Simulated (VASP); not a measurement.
Data:

```cif
data_AlRu
_chemical_formula_sum 'Al1 Ru1'
_space_group_name_H-M_alt 'Pm-3m'
_space_group_IT_number 221
_space_group_name_Hall '-P 4 2 3'
_cell_length_a 2.97759
_cell_length_b 2.97759
_cell_length_c 2.97759
_cell_angle_alpha 90.000
_cell_angle_beta 90.000
_cell_angle_gamma 90.000
loop_
_atom_site_label
_atom_site_type_symbol
_atom_site_symmetry_multiplicity
_atom_site_Wyckoff_symbol
_atom_site_fract_x
_atom_site_fract_y
_atom_site_fract_z
_atom_site_occupancy
Al1 Al 1 b 0.50000 0.50000 0.50000 1
Ru1 Ru 1 a 0.00000 0.00000 0.00000 1
```

These are PBE GGA with D4 dispersion, VASP's PBE PAW potentials (set 64) (plane waves; VASP) values and carry that method's errors. Run with 520 eV cut-off, 12×12×12 Γ-centred mesh, first-order Methfessel-Paxton smearing of 0.10 eV, potentials Al Ru_pv.

Question: Give the energy at these volumes per atom, relative to the lowest: 12.41, 12.81, 13.21, 13.60, 14.00 Å³.

Answer: 35.6, 8.3, 0.0, 7.9, 29.5 meV/atom. A third-order Birch-Murnaghan fit gives B0 = 218 GPa and B0′ = 4.4.

The compound is RuAl in the CsCl type structure. It was relaxed first.
